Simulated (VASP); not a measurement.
These are PBE GGA, VASP's PBE PAW potentials (set 64) (plane waves; VASP) values and carry that method's errors.

VASP ran on this input.

INCAR:
```
SYSTEM = AlN
PREC = Accurate
ENCUT = 520
EDIFF = 1E-6
NELM = 100
ALGO = Normal
LREAL = .FALSE.
LASPH = .TRUE.
ISMEAR = 0
SIGMA = 0.05
GGA = PE
LWAVE = .FALSE.
LCHARG = .FALSE.
ISIF = 2
NBANDS = 6
```

### KPOINTS
```
Automatic mesh
0
G
  9 9 9
0 0 0
```

POSCAR:
```
AlN
1
    0.0000000000     2.2338000000     2.2338000000
    2.2338000000     0.0000000000     2.2338000000
    2.2338000000     2.2338000000     0.0000000000
Al N
1 1
Direct
  0.0000000000   0.0000000000   0.0000000000
  0.2500000000   0.2500000000   0.2500000000
```

POTCAR, in this order: Al N (PBE.64 set). Program: vasp_std.

What VASP printed:

**OSZICAR**
```
       N       E                     dE             d eps       ncg     rms          rms(c)
DAV:   1     0.144454910489E+02    0.14445E+02   -0.39116E+03   468   0.111E+03
DAV:   2    -0.162035634011E+02   -0.30649E+02   -0.29072E+02   552   0.181E+02
DAV:   3    -0.170789949710E+02   -0.87543E+00   -0.87543E+00   528   0.389E+01
DAV:   4    -0.170832276215E+02   -0.42327E-02   -0.42327E-02   690   0.237E+00
DAV:   5    -0.170832292174E+02   -0.15960E-05   -0.15960E-05   600   0.456E-02    0.832E+00
DAV:   6    -0.148368661067E+02    0.22464E+01   -0.13843E+01   462   0.312E+01    0.294E+00
DAV:   7    -0.148286118770E+02    0.82542E-02   -0.82929E-02   498   0.404E+00    0.190E+00
DAV:   8    -0.148225478389E+02    0.60640E-02   -0.17921E-02   582   0.248E+00    0.343E-01
DAV:   9    -0.148224233511E+02    0.12449E-03   -0.64749E-04   588   0.244E-01    0.195E-01
DAV:  10    -0.148225742663E+02   -0.15092E-03   -0.25724E-04   522   0.193E-01    0.355E-02
DAV:  11    -0.148225730725E+02    0.11937E-05   -0.23135E-06   612   0.183E-02    0.190E-02
DAV:  12    -0.148225730031E+02    0.69469E-07   -0.20725E-06   474   0.153E-02
   1 F= -.14822573E+02 E0= -.14822573E+02  d E =-.133906E-11
```

### OUTCAR
```
------------------------ aborting loop because EDIFF is reached ----------------------------------------
  FORCE on cell =-STRESS in cart. coord.  units (eV):
  Direction    XX          YY          ZZ          XY          YZ          ZX
  --------------------------------------------------------------------------------------
  Total       -1.1096160     -1.1096160     -1.1096160      0.0000000      0.0000000      0.0000000
  in kB      -79.7481186    -79.7481186    -79.7481186      0.0000000      0.0000000      0.0000000
  external PRESSURE =     -79.7481186 kB  Pullay stress =       0.0000000 kB
  volume of cell :       22.29
      direct lattice vectors                 reciprocal lattice vectors
     0.000000000  2.233800000  2.233800000    -0.223833826  0.223833826  0.223833826
     2.233800000  0.000000000  2.233800000     0.223833826 -0.223833826  0.223833826
     2.233800000  2.233800000  0.000000000     0.223833826  0.223833826 -0.223833826
  FREE ENERGIE OF THE ION-ELECTRON SYSTEM (eV)
  ---------------------------------------------------
  free  energy   TOTEN  =       -14.8225730031 eV

  energy  without entropy=      -14.8225730031  energy(sigma->0) =      -14.82257300
```
(Selected blocks of OUTCAR.)

The compound is AlN in the zinc blende structure, a metastable form; wurtzite is the usual one. The cell was not relaxed at this level. The run is one of a series of settings (NBANDS = 6 against the base run), some of them coarse on purpose.
